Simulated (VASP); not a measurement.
Set up this calculation in VASP 6.6.1, as the native input.

| Quantity | Value |
| --- | --- |
| Task | single point |
| Functional | PBEsol |
| Potentials or basis | VASP PAW PBE potentials, release 64 (Sn_d) |
| Cutoff | 520 eV |
| k mesh | 12 × 12 × 12 |
| Occupations | gaussian, width 0.1 eV |
| Spin | no spin polarisation |
| Further INCAR settings | ALGO = Fast; EDIFF = 1e-06 |

The structure of Sn lies in POSCAR:

```
Sn
1.0
    0.0000000000      3.2849870000      3.2849870000
    3.2849870000      0.0000000000      3.2849870000
    3.2849870000      3.2849870000      0.0000000000
Sn
2
Direct
    0.5000000000      0.5000000000      0.5000000000
    0.7500000000      0.7500000000      0.7500000000
```

This isn't the form of Sn at room conditions, which is tetragonal (white tin).

One way to write it, as run:

INCAR

```
SYSTEM = Sn
ALGO = Fast
EDIFF = 1E-6
ENCUT = 520
GGA = PS
ISIF = 2
ISMEAR = 0
LASPH = .TRUE.
LCHARG = .FALSE.
LREAL = .FALSE.
LWAVE = .FALSE.
NELM = 80
PREC = Accurate
SIGMA = 0.1
```

KPOINTS

```
k-points
0
G
  12 12 12
  0 0 0
```

Potentials or basis: VASP PAW PBE potentials, release 64 (Sn_d).

Run with:

```bash
$ cat potpaw_PBE.64/Sn_d/POTCAR > POTCAR
$ mpirun -np 1 vasp_std > vasp.out
```

Results of the run:

| Item | Value |
| --- | --- |
| Pressure | -0.6 GPa |
| Band gap on the k mesh | none (metal or under the smearing width) |

Caveat: the PAW data sets were made with another functional, which shifts forces and pressure a little.

It took 47 s on 1 thread of AMD EPYC 9R45 96-Core Processor (Zen 5) (shared host), peak memory 0.22 GiB.
